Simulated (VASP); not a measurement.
# GW on Silicon: a test of the settings

Aim: test the GW correction to the gap of Silicon. The starting structure is a measured crystal structure from the Crystallography Open Database. Cell and atoms stay as given.

Program: VASP 6.6.1. Level of theory: GW on LDA orbitals, with plane waves and PAW data sets made for GW. Results are calculated unless marked as measured.

**1. The starting structure**

It takes space group Fd-3m (No. 227, cubic). The conventional cell has a = 5.431 Å, b = 5.431 Å, c = 5.431 Å, α = 90.00°, β = 90.00°, γ = 90.00°. Nearest to Si lie 4 Si at 2.35 Å.

Structure file:

```cif
data_structure
_symmetry_space_group_name_H-M 'P 1'
_symmetry_Int_Tables_number 1
_cell_length_a 3.8403
_cell_length_b 3.8403
_cell_length_c 3.8403
_cell_angle_alpha 60.000
_cell_angle_beta 60.000
_cell_angle_gamma 60.000
_cell_volume 40.05
loop_
_atom_site_label
_atom_site_type_symbol
_atom_site_fract_x
_atom_site_fract_y
_atom_site_fract_z
_atom_site_occupancy
Si1 Si 0.75000 0.75000 0.75000 1
Si2 Si 0.50000 0.50000 0.50000 1
```

**2. G0W0 (response cutoff 100 eV, 4×4×4 mesh)**

It reads the orbitals and their derivatives (WAVECAR and WAVEDER) of a run with the empty bands, which follows a ground-state run; neither is shown.

File INCAR:

```
SYSTEM = Si
PREC = Accurate
ENCUT = 300
ISMEAR = 0
SIGMA = 0.01
LREAL = .FALSE.
GGA = CA
NBANDS = 96
ALGO = EVGW0
NELMGW = 1
ENCUTGW = 100
NOMEGA = 40
PRECFOCK = Fast
NBANDSGW = 16
LWAVE = .FALSE.
LCHARG = .FALSE.
```

File POSCAR:

```
Si
1.0
    0.0000000000      2.7154800000      2.7154800000
    2.7154800000      0.0000000000      2.7154800000
    2.7154800000      2.7154800000      0.0000000000
Si
2
Direct
    0.7500000000      0.7500000000      0.7500000000
    0.5000000000      0.5000000000      0.5000000000
```

File KPOINTS:

```
Automatic mesh
0
Gamma
4 4 4
0 0 0
```

The projector-augmented-wave data sets are Si_GW (LDA family, release 64).

Run with:

```sh
> mpirun -np 8 vasp_std
```

What it wrote:

```text
[banner, memory and clock lines left out]
running    8 mpi-ranks, on    1 nodes
 distrk:  each k-point on    8 cores,    1 groups
 distr:  one band on    1 cores,    8 groups

 POSCAR found type information on POSCAR Si
 POSCAR found :  1 types and       2 ions
|                                                                             |
|           W    W    AA    RRRRR   N    N  II  N    N   GGGG   !!!           |
|           W    W   A  A   R    R  NN   N  II  NN   N  G    G  !!!           |
|           W    W  A    A  R    R  N N  N  II  N N  N  G       !!!           |
|           W WW W  AAAAAA  RRRRR   N  N N  II  N  N N  G  GGG   !            |
|           WW  WW  A    A  R   R   N   NN  II  N   NN  G    G                |
|           W    W  A    A  R    R  N    N  II  N    N   GGGG   !!!           |
|                                                                             |
|     For optimal performance we recommend to set                             |
|       NCORE = 2 up to number-of-cores-per-socket                            |
|     NCORE specifies how many cores store one orbital (NPAR=cpu/NCORE).      |
|     This setting can greatly improve the performance of VASP for DFT.       |
|     The default, NCORE=1 might be grossly inefficient on modern             |
|     multi-core architectures or massively parallel machines. Do your        |
|     Unfortunately you need to use the default for GW and RPA                |
|     calculations (for HF NCORE is supported but not extensively tested      |
|     yet).                                                                   |
|                                                                             |

|                                                                             |
|           W    W    AA    RRRRR   N    N  II  N    N   GGGG   !!!           |
|           W    W   A  A   R    R  NN   N  II  NN   N  G    G  !!!           |
|           W    W  A    A  R    R  N N  N  II  N N  N  G       !!!           |
|           W WW W  AAAAAA  RRRRR   N  N N  II  N  N N  G  GGG   !            |
|           WW  WW  A    A  R   R   N   NN  II  N   NN  G    G                |
|           W    W  A    A  R    R  N    N  II  N    N   GGGG   !!!           |
|                                                                             |
|     The default for ENCUTGWSOFT is different in this version of VASP.       |
|     please manually set ENCUTGWSOFT =100 in the INCAR file.                 |
|                                                                             |

 LDA part: xc-table for (Slater(with rela. corr.)+CA(PZ))
 , standard interpolation
 found WAVECAR, reading the header
 POSCAR, INCAR and KPOINTS ok, starting setup
 FFT: planning ... GRIDC
 FFT: planning ... GRID_SOFT
 FFT: planning ... GRID
 reading WAVECAR
 the WAVECAR file was read successfully
 initial charge from wavefunction
 available memory per node:     95.15 GB, setting MAXMEM to     97433

 The Fermi energy was updated, please check that it is located mid-gap
 values below the HOMO (VB) or above the LUMO (CB) will cause erroneous energies
 E-fermi :   5.7532

 calculate exact exchange contribution
 the WAVEDER file was read successfully
|                                                                             |
|           W    W    AA    RRRRR   N    N  II  N    N   GGGG   !!!           |
|           W    W   A  A   R    R  NN   N  II  NN   N  G    G  !!!           |
|           W    W  A    A  R    R  N N  N  II  N N  N  G       !!!           |
|           W WW W  AAAAAA  RRRRR   N  N N  II  N  N N  G  GGG   !            |
|           WW  WW  A    A  R   R   N   NN  II  N   NN  G    G                |
|           W    W  A    A  R    R  N    N  II  N    N   GGGG   !!!           |
|                                                                             |
|     Automatic setting of frequency mesh for GW failed. Frequency mesh       |
|     properly not suitable for determining QP energies. Consider             |
|     increasing number of kpoints.                                           |
|                                                                             |

energies w=
    0.000    0.000    0.351    0.000    0.700    0.000    1.045    0.000
    1.384    0.000    1.717    0.000    2.042    0.000    2.360    0.000
    2.671    0.000    2.975    0.000    3.275    0.000    3.569    0.000
    3.862    0.000    4.154    0.000    4.446    0.000    4.741    0.000
    5.041    0.000    5.348    0.000    5.665    0.000    5.995    0.000
    6.341    0.000    6.708    0.000    7.101    0.000    7.526    0.000
    7.992    0.000    8.506    0.000    9.084    0.000    9.741    0.000
   10.500    0.000   11.393    0.000   12.466    0.000   13.783    0.000
   15.448    0.000   17.622    0.000   20.585    0.000   24.866    0.000
   31.574    0.000   43.545    0.000   70.782    0.000  192.078    0.000
 responsefunction array rank=     104
 LDA part: xc-table for (Slater(with rela. corr.)+CA(PZ))
 , standard interpolation

 min. memory requirement per mpi rank     57.5 MB, per node    460.0 MB

 allocating   5 responsefunctions rank=   104
 shmem allocating  40 responsefunctions rank=   104
 response function shared by NCSHMEM nodes    1
 Doing            5  frequencies on each core in blocks of           40
NQ=   1    0.0000    0.0000    0.0000,
|.........|.........|.........|.........|.........|.........|.........|.........
 performed         71000 updates of chi_q(r,r)
 total number of BLAS operations          4.54 Gflops
NQ=   2    0.2500    0.0000    0.0000,
|.........|.........|.........|.........|.........|.........|.........|.........
 performed        228000 updates of chi_q(r,r)
 total number of BLAS operations         14.54 Gflops
NQ=   3    0.5000    0.0000    0.0000,
|.........|.........|.........|.........|.........|.........|.........|.........
 performed        361000 updates of chi_q(r,r)
 total number of BLAS operations         23.16 Gflops
NQ=   4    0.2500    0.2500    0.0000,
|.........|.........|.........|.........|.........|.........|.........|.........
 performed        518000 updates of chi_q(r,r)
 total number of BLAS operations         32.06 Gflops
NQ=   5    0.5000    0.2500    0.0000,
|.........|.........|.........|.........|.........|.........|.........|.........
 performed        743000 updates of chi_q(r,r)
 total number of BLAS operations         46.66 Gflops
NQ=   6   -0.2500    0.2500    0.0000,
|.........|.........|.........|.........|.........|.........|.........|.........
 performed        943000 updates of chi_q(r,r)
 total number of BLAS operations         60.55 Gflops
NQ=   7    0.5000    0.5000    0.0000,
|.........|.........|.........|.........|.........|.........|.........|.........
 performed       1057000 updates of chi_q(r,r)
 total number of BLAS operations         68.31 Gflops
NQ=   8   -0.2500    0.5000    0.2500,
|.........|.........|.........|.........|.........|.........|.........|.........
 performed       1208000 updates of chi_q(r,r)
 total number of BLAS operations         80.44 Gflops
 resolving degeneracies of screened two electron integrals

 calculate QP shifts <psi_nk| G(iteration)W_0 |psi_nk>: iteration 1
 entering main loop
```

Run time: 9.6 s. Hardware: 8 MPI ranks of AMD EPYC 7R43, shared host; peak memory 0.79 GiB.

Lines that name or quote the potential files are left out of all logs, and their timing lines are given in words.

From OUTCAR (step 2):

```text
ion  position               nearest neighbor table
   1  0.750  0.750  0.750-   2 2.35   2 2.35   2 2.35   2 2.35
   2  0.500  0.500  0.500-   1 2.35   1 2.35   1 2.35   1 2.35

  LATTYP: Found a face centered cubic cell.
 ALAT       =     5.4309600000

 Subroutine GETGRP returns: Found 48 space group operations
 (whereof 24 operations were pure point group operations)

The static configuration has the point symmetry T_d .
 The point group associated with its full space group is O_h .

 Found      8 irreducible k-points:

   k-points           NKPTS =      8   k-points in BZ     NKDIM =     64   number of bands    NBANDS=     96

   dimension x,y,z NGX =    24 NGY =   24 NGZ =   24
   dimension x,y,z NGXF=    48 NGYF=   48 NGZF=   48

   ENCUT  =  300.0 eV  22.05 Ry    4.70 a.u.   5.42  5.42  5.42*2*pi/ulx,y,z

   NELECT =       8.0000    total number of electrons

  energy-cutoff  :      300.00
  volume of cell :       40.05
      direct lattice vectors                 reciprocal lattice vectors
     0.000000000  2.715480000  2.715480000    -0.184129509  0.184129509  0.184129509
     2.715480000  0.000000000  2.715480000     0.184129509 -0.184129509  0.184129509
     2.715480000  2.715480000  0.000000000     0.184129509  0.184129509 -0.184129509

 k-points in reciprocal lattice and weights: Automatic mesh
   0.00000000  0.00000000  0.00000000       0.016
   0.25000000  0.00000000  0.00000000       0.125
   0.50000000  0.00000000  0.00000000       0.062
   0.25000000  0.25000000  0.00000000       0.094
   0.50000000  0.25000000  0.00000000       0.375
  -0.25000000  0.25000000  0.00000000       0.188
   0.50000000  0.50000000  0.00000000       0.047
  -0.25000000  0.50000000  0.25000000       0.094

 E-fermi :   5.7532

 QP shifts <psi_nk| G(iteration)W_0 |psi_nk>: iteration 1
 for sc-GW calculations column KS-energies equals QP-energies in previous step
 and V_xc(KS)=  KS-energies - (<T + V_ion + V_H > + <T+V_H+V_ion>^1  + <V_x>^1)
 k-point   1 :       0.0000    0.0000    0.0000
  band No.  KS-energies  QP-energies   sigma(KS)   V_xc(KS)     V^pw_x(r,r')   Z            occupation Imag(sigma)
      1      -6.5091      -6.8764     -11.1423     -10.6010     -17.4769       0.6787       2.0000       1.2846
      2       5.4643       5.1851     -11.9379     -11.5712     -12.9883       0.7613       2.0000       0.1271
      3       5.4643       5.1851     -11.9379     -11.5712     -12.9883       0.7613       2.0000       0.1271
      4       5.4643       5.1851     -11.9379     -11.5712     -12.9883       0.7613       2.0000       0.1271
      5       7.9712       8.3078      -9.8630     -10.3120      -5.5851       0.7495       0.0000      -0.0689
      6       7.9712       8.3078      -9.8630     -10.3120      -5.5851       0.7495       0.0000      -0.0689
      7       7.9712       8.3078      -9.8630     -10.3120      -5.5851       0.7495       0.0000      -0.0689
      8       8.6628       9.2086     -10.6430     -11.3696      -5.8979       0.7512       0.0000      -0.0834
    ...

 k-point   2 :       0.2500    0.0000    0.0000
  band No.  KS-energies  QP-energies   sigma(KS)   V_xc(KS)     V^pw_x(r,r')   Z            occupation Imag(sigma)
      1      -5.7082      -6.0801     -11.2289     -10.6822     -17.2163       0.6803       2.0000       1.1505
      2       1.5088       1.1606     -11.3599     -10.8806     -13.7662       0.7264       2.0000       0.2162
      3       4.6994       4.4022     -11.7273     -11.3332     -12.9516       0.7541       2.0000       0.1354
      4       4.6994       4.4022     -11.7273     -11.3332     -12.9516       0.7541       2.0000       0.1354
      5       7.3773       7.7321      -9.9503     -10.4185      -5.7251       0.7579       0.0000      -0.0542
      6       8.9125       9.2642      -9.8830     -10.3498      -5.3410       0.7535       0.0000      -0.0899
      7       8.9125       9.2642      -9.8830     -10.3498      -5.3410       0.7535       0.0000      -0.0899
      8      12.2183      12.6636     -10.2952     -10.9022      -4.8216       0.7336       0.0000      -0.2087
    ...

 k-point   3 :       0.5000    0.0000    0.0000
  band No.  KS-energies  QP-energies   sigma(KS)   V_xc(KS)     V^pw_x(r,r')   Z            occupation Imag(sigma)
      1      -4.1662      -4.5356     -11.5308     -11.0013     -16.8686       0.6975       2.0000       0.9191
      2      -1.5455      -1.9262     -10.9340     -10.3921     -14.8712       0.7024       2.0000       0.4844
      3       4.2619       3.9342     -11.7452     -11.3072     -13.2033       0.7482       2.0000       0.1419
      4       4.2619       3.9342     -11.7452     -11.3072     -13.2033       0.7482       2.0000       0.1419
      5       6.8788       7.2262      -9.9506     -10.4063      -5.8500       0.7622       0.0000      -0.0425
      6       8.7381       9.0729      -9.4509      -9.8935      -4.9167       0.7565       0.0000      -0.0889
      7       8.7381       9.0729      -9.4509      -9.8935      -4.9167       0.7565       0.0000      -0.0889
      8      12.9436      13.0519      -7.9858      -8.1290      -2.3660       0.7562       0.0000      -0.3160
    ...

 k-point   4 :       0.2500    0.2500    0.0000
  band No.  KS-energies  QP-energies   sigma(KS)   V_xc(KS)     V^pw_x(r,r')   Z            occupation Imag(sigma)
      1      -5.4261      -5.7983     -11.2452     -10.7007     -17.1096       0.6836       2.0000       1.1067
      2       1.9327       1.6213     -11.8439     -11.4170     -14.1271       0.7294       2.0000       0.2079
      3       3.5600       3.2205     -11.4141     -10.9575     -13.0078       0.7434       2.0000       0.1466
      4       3.5600       3.2205     -11.4141     -10.9575     -13.0078       0.7434       2.0000       0.1466
      5       6.4833       6.7273      -9.3180      -9.6361      -5.3753       0.7672       0.0000      -0.0464
      6       8.4767       8.7534      -9.0353      -9.3986      -4.4939       0.7615       0.0000      -0.0839
      7      11.1619      11.5644     -10.3697     -10.9194      -5.1973       0.7323       0.0000      -0.1678
      8      11.1619      11.5644     -10.3697     -10.9194      -5.1973       0.7323       0.0000      -0.1678
    ...

[... 4 further parts left out ...]
```

G0W0 (response cutoff 100 eV, 4×4×4 mesh): the quasiparticle gap on this mesh is 1.066 eV, +0.489 eV from the LDA gap on the same points, with 96 bands.

**3. G0W0 (response cutoff 160 eV, 4×4×4 mesh)**

It reads the orbitals and their derivatives (WAVECAR and WAVEDER) of a run with the empty bands, which follows a ground-state run; neither is shown.

INCAR: that of step 2 with these lines changed.

```diff
@@ -7,6 +7,6 @@
 GGA = CA
-NBANDS = 96
+NBANDS = 192
 ALGO = EVGW0
 NELMGW = 1
-ENCUTGW = 100
+ENCUTGW = 160
 NOMEGA = 40
```

POSCAR is that of step 2.

KPOINTS is that of step 2.

Run with:

```sh
> mpirun -np 8 vasp_std
```

What it wrote:

```text
[banner, memory and clock lines left out]
running    8 mpi-ranks, on    1 nodes
[...]
[... a notice as in an earlier step ...]

|                                                                             |
|           W    W    AA    RRRRR   N    N  II  N    N   GGGG   !!!           |
|           W    W   A  A   R    R  NN   N  II  NN   N  G    G  !!!           |
|           W    W  A    A  R    R  N N  N  II  N N  N  G       !!!           |
|           W WW W  AAAAAA  RRRRR   N  N N  II  N  N N  G  GGG   !            |
|           WW  WW  A    A  R   R   N   NN  II  N   NN  G    G                |
|           W    W  A    A  R    R  N    N  II  N    N   GGGG   !!!           |
|                                                                             |
|     The default for ENCUTGWSOFT is different in this version of VASP.       |
|     please manually set ENCUTGWSOFT =160 in the INCAR file.                 |
|                                                                             |

[...]
total number of BLAS operations        185.04 Gflops
NQ=   4    0.2500    0.2500    0.0000,
|.........|.........|.........|.........|.........|.........|.........|.........
 performed       1047000 updates of chi_q(r,r)
 total number of BLAS operations        265.51 Gflops
NQ=   5    0.5000    0.2500    0.0000,
|.........|.........|.........|.........|.........|.........|.........|.........
 performed       1499000 updates of chi_q(r,r)
 total number of BLAS operations        390.77 Gflops
NQ=   6   -0.2500    0.2500    0.0000,
|.........|.........|.........|.........|.........|.........|.........|.........
 performed       1902000 updates of chi_q(r,r)
 total number of BLAS operations        495.35 Gflops
NQ=   7    0.5000    0.5000    0.0000,
|.........|.........|.........|.........|.........|.........|.........|.........
 performed       2133000 updates of chi_q(r,r)
 total number of BLAS operations        562.19 Gflops
NQ=   8   -0.2500    0.5000    0.2500,
|.........|.........|.........|.........|.........|.........|.........|.........
 performed       2438000 updates of chi_q(r,r)
 total number of BLAS operations        659.83 Gflops
 resolving degeneracies of screened two electron integrals

 calculate QP shifts <psi_nk| G(iteration)W_0 |psi_nk>: iteration 1
 entering main loop
[key lines of the parts left out:]
E-fermi :   5.7532
```

Wall time 19 s (8 MPI ranks); peak memory 1.1 GiB; 2.5 min of CPU time.

From OUTCAR (step 3):

```text
 QP shifts <psi_nk| G(iteration)W_0 |psi_nk>: iteration 1
 for sc-GW calculations column KS-energies equals QP-energies in previous step
 and V_xc(KS)=  KS-energies - (<T + V_ion + V_H > + <T+V_H+V_ion>^1  + <V_x>^1)
 k-point   1 :       0.0000    0.0000    0.0000
  band No.  KS-energies  QP-energies   sigma(KS)   V_xc(KS)     V^pw_x(r,r')   Z            occupation Imag(sigma)
      1      -6.5091      -6.9691     -11.2814     -10.6010     -17.4769       0.6761       2.0000       1.1051
      2       5.4643       5.0171     -12.1643     -11.5712     -12.9883       0.7540       2.0000      -0.0315
      3       5.4643       5.0171     -12.1643     -11.5712     -12.9883       0.7540       2.0000      -0.0315
      4       5.4643       5.0171     -12.1643     -11.5712     -12.9883       0.7540       2.0000      -0.0315
      5       7.9712       8.1967     -10.0108     -10.3120      -5.5851       0.7487       0.0000      -0.1973
      6       7.9712       8.1967     -10.0108     -10.3120      -5.5851       0.7487       0.0000      -0.1973
      7       7.9712       8.1967     -10.0108     -10.3120      -5.5851       0.7487       0.0000      -0.1973
      8       8.6628       9.0531     -10.8449     -11.3696      -5.8979       0.7438       0.0000      -0.2012
    ...

[... 1 part as in an earlier step ...]

[... 2 further parts left out ...]
[key lines of the parts left out:]
E-fermi :   5.7532
```

G0W0 (response cutoff 160 eV, 4×4×4 mesh): the quasiparticle gap on this mesh is 1.160 eV, +0.582 eV from the LDA gap on the same points, with 192 bands.

[end of part 1 of 3]

[Lines on the potential files, build, host, timing and source positions are cut from VASP's logs without a mark.]

[Logs are printed without paths, hosts, clocks, repeated set-up lines and the standing remarks that a program may print on its own settings, such as how far it seeks lower states.]

[Hosts, paths, dates, database ids (printed as entryN), source tags and the programs' standing remarks are cut or masked in the printed files.]
